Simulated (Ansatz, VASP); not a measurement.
One calculation of Be2Sn, two programs

```
Be Sn
1.0
     0.00000    2.90560    2.90560
     2.90560    0.00000    2.90560
     2.90560    2.90560    0.00000
Be Sn
2 1
Direct
  0.25000 0.25000 0.25000
  0.75000 0.75000 0.75000
  0.00000 0.00000 0.00000
```

Change from the starting cell: species swapped into the Mg2Si type (Fm-3m, No. 225).

Alike in both runs: functional PBE; k mesh 14 × 14 × 14; occupations gaussian, width 0.1 eV; no spin polarisation.

Ansatz relaxed the structure, and its values are those at the end. VASP's run is a single point on that final structure, the one shown.

|  | VASP | Ansatz |
| --- | --- | --- |
| version | VASP 6.6.1 | Ansatz 0.2.0 |
| potentials or method | VASP PAW PBE potentials, release 64 (Be, Sn_d) | scalar-relativistic, plane waves, PAW |
| plane-wave cutoff (eV) | 520 | 420 |
| valence electrons in the cell | 18 | 18 |

|  | VASP | Ansatz | Ansatz less VASP |
| --- | --- | --- | --- |
| gap on the k mesh at the Fermi level (eV) | none | none | - |
| pressure (GPa) | 0.0 | 0.0 | +0.01 |

A gap of «none» marks a metal or a gap that the smearing closes.
